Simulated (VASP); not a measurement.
Level of theory: r2SCAN meta-GGA, VASP's PBE PAW potentials (set 64) (plane waves; VASP).

A VASP calculation is set up with these files.

**INCAR**
```
ALGO  =  Normal
EDIFF  =  1E-7
ENCUT  =  520
ISIF  =  2
ISMEAR  =  0
LASPH  =  T
LCHARG  =  F
LMAXMIX  =  4
LMIXTAU  =  T
LREAL  =  F
LWAVE  =  F
METAGGA  =  R2SCAN
NELM  =  100
PREC  =  Accurate
SIGMA  =  0.05
SYSTEM  =  KZnF3
```

**POSCAR**
```
KZnF3
1
    3.9673237403     0.0000000000     0.0000000000
    0.0000000000     3.9673237403     0.0000000000
    0.0000000000     0.0000000000     3.9673237403
K Zn F
1 1 3
Direct
  0.0000000000   0.0000000000   0.0000000000
  0.5000000000   0.5000000000   0.5000000000
  0.5000000000   0.0000000000   0.5000000000
  0.0000000000   0.5000000000   0.5000000000
  0.5000000000   0.5000000000   0.0000000000
```

**KPOINTS**
```
Automatic mesh
0
gamma
6 6 6
```

POTCAR, in this order: K_sv Zn F (PBE.64 set). Program: vasp_std.

The run wrote:

OSZICAR:
```
       N       E                     dE             d eps       ncg     rms          rms(c)
DAV:   1     0.427703375510E+03    0.42770E+03   -0.23488E+04  1000   0.211E+03
DAV:   2    -0.159718135808E+02   -0.44368E+03   -0.43487E+03  1185   0.511E+02
DAV:   3    -0.500344896343E+02   -0.34063E+02   -0.33933E+02  1223   0.155E+02
DAV:   4    -0.507792520091E+02   -0.74476E+00   -0.74389E+00  1623   0.210E+01
DAV:   5    -0.507873268176E+02   -0.80748E-02   -0.80689E-02  1320   0.175E+00    0.126E+01
DAV:   6    -0.401529826181E+02    0.10634E+02   -0.44519E+00  1556   0.395E+01    0.881E+00
DAV:   7    -0.382621771049E+02    0.18908E+01   -0.35298E+00  1609   0.201E+01    0.402E+00
DAV:   8    -0.429873606680E+02   -0.47252E+01   -0.17248E+00  1456   0.273E+01    0.155E+00
DAV:   9    -0.372389264642E+02    0.57484E+01   -0.11760E+00  1548   0.197E+01    0.128E+00
DAV:  10    -0.382710921032E+02   -0.10322E+01   -0.68494E-01  1020   0.719E+00    0.494E-01
DAV:  11    -0.382322679574E+02    0.38824E-01   -0.30962E-02  1188   0.250E+00    0.197E-01
DAV:  12    -0.382713355511E+02   -0.39068E-01   -0.92743E-03  1128   0.175E+00    0.106E-01
DAV:  13    -0.382742531214E+02   -0.29176E-02   -0.29598E-03  1522   0.141E+00    0.454E-02
DAV:  14    -0.382718003581E+02    0.24528E-02   -0.19691E-03  1029   0.718E-01    0.423E-02
DAV:  15    -0.382742529461E+02   -0.24526E-02   -0.30282E-04  1027   0.184E-01    0.286E-02
DAV:  16    -0.382747206206E+02   -0.46767E-03   -0.22884E-04  1058   0.190E-01    0.458E-03
DAV:  17    -0.382747267837E+02   -0.61632E-05   -0.11196E-05  1228   0.352E-02    0.457E-03
DAV:  18    -0.382747183475E+02    0.84362E-05   -0.10991E-05  1049   0.427E-02    0.366E-03
DAV:  19    -0.382747295281E+02   -0.11181E-04   -0.72738E-06  1031   0.304E-02    0.128E-03
DAV:  20    -0.382747308730E+02   -0.13449E-05   -0.50862E-07  1135   0.733E-03    0.123E-03
DAV:  21    -0.382747309581E+02   -0.85145E-07   -0.60121E-08   886   0.776E-03
   1 F= -.38274731E+02 E0= -.38274731E+02  d E =-.525707E-14
```

File OUTCAR:
```
------------------------ aborting loop because EDIFF is reached ----------------------------------------
  FORCE on cell =-STRESS in cart. coord.  units (eV):
  Direction    XX          YY          ZZ          XY          YZ          ZX
  --------------------------------------------------------------------------------------
  Total        2.4904527      2.4904527      2.4904527      0.0000000     -0.0000000      0.0000000
  in kB       63.8992784     63.8992784     63.8992784      0.0000000     -0.0000000      0.0000000
  external PRESSURE =      63.8992784 kB  Pullay stress =       0.0000000 kB
  volume of cell :       62.44
      direct lattice vectors                 reciprocal lattice vectors
     3.967323740  0.000000000  0.000000000     0.252059087  0.000000000  0.000000000
     0.000000000  3.967323740  0.000000000     0.000000000  0.252059087  0.000000000
     0.000000000  0.000000000  3.967323740     0.000000000  0.000000000  0.252059087
 POSITION                                       TOTAL-FORCE (eV/Angst)
 -----------------------------------------------------------------------------------
      0.00000      0.00000      0.00000         0.000000      0.000000      0.000000
      1.98366      1.98366      1.98366         0.000000      0.000000      0.000000
      1.98366      0.00000      1.98366         0.000000      0.000000      0.000000
      0.00000      1.98366      1.98366         0.000000      0.000000      0.000000
      1.98366      1.98366      0.00000         0.000000      0.000000      0.000000
 -----------------------------------------------------------------------------------
    total drift:                                0.000000      0.000000     -0.000000
  FREE ENERGIE OF THE ION-ELECTRON SYSTEM (eV)
  ---------------------------------------------------
  free  energy   TOTEN  =       -38.2747309581 eV

  energy  without entropy=      -38.2747309581  energy(sigma->0) =      -38.27473096
```
(Selected blocks of OUTCAR.)

The compound is KZnF3 in the cubic perovskite structure. This cell is one point of a volume scan, at 0.94 of the reference volume.
